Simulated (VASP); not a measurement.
The system is Sn.

```
Sn
1.0
    -2.91964    2.91964    1.59380
     2.91964   -2.91964    1.59380
     2.91964    2.91964   -1.59380
Sn
2
Direct
  0.00000 0.00000 0.00000
  0.75000 0.25000 0.50000
```

| Item | Value |
| --- | --- |
| Program | VASP 6.6.1 |
| Task | relaxation of cell and atoms |
| Functional | PBE |
| Potentials or basis | VASP PAW PBE potentials, release 64 (Sn) |
| Cutoff | 300 eV |
| k mesh | 6 × 6 × 6 |
| Occupations | gaussian, width 0.03 eV |
| Spin | no spin polarisation |

At the start: pressure 2.2 GPa; volume 27.17 Å³/atom.

Where does the relaxation end?

Over 6 steps the energy falls by 9.2 meV/atom and the volume is 28.29 Å³/atom (+4.1 %); space group I4_1/amd (No. 141, to 0.05 Å).

The path:
| step | energy change (eV) | largest force (eV/Å) | pressure (GPa) | volume (Å³) |
| --- | --- | --- | --- | --- |
| 1 | 0.0000 | 0.0000 | 2.21 | 54.34 |
| 2 | -0.0171 | 0.0000 | -0.59 | 57.34 |
| 3 | -0.0183 | 0.0000 | -0.05 | 56.66 |
| 4 | -0.0183 | 0.0000 | -0.09 | 56.70 |
| 5 | -0.0185 | 0.0000 | -0.02 | 56.62 |
| 6 | -0.0185 | 0.0000 | 0.01 | 56.59 |

Final structure:
```xyz
2
Lattice="-2.9773 2.9773 1.5959 2.9773 -2.9773 1.5959 2.9773 2.9773 -1.5959" Properties=species:S:1:pos:R:3 pbc="T T T"
Sn    0.0000    0.0000    0.0000
Sn    0.0000    2.9773    0.7979
```

Caveat: the k mesh is coarse (spacing up to 0.37 Å⁻¹), so the values aren't converged.
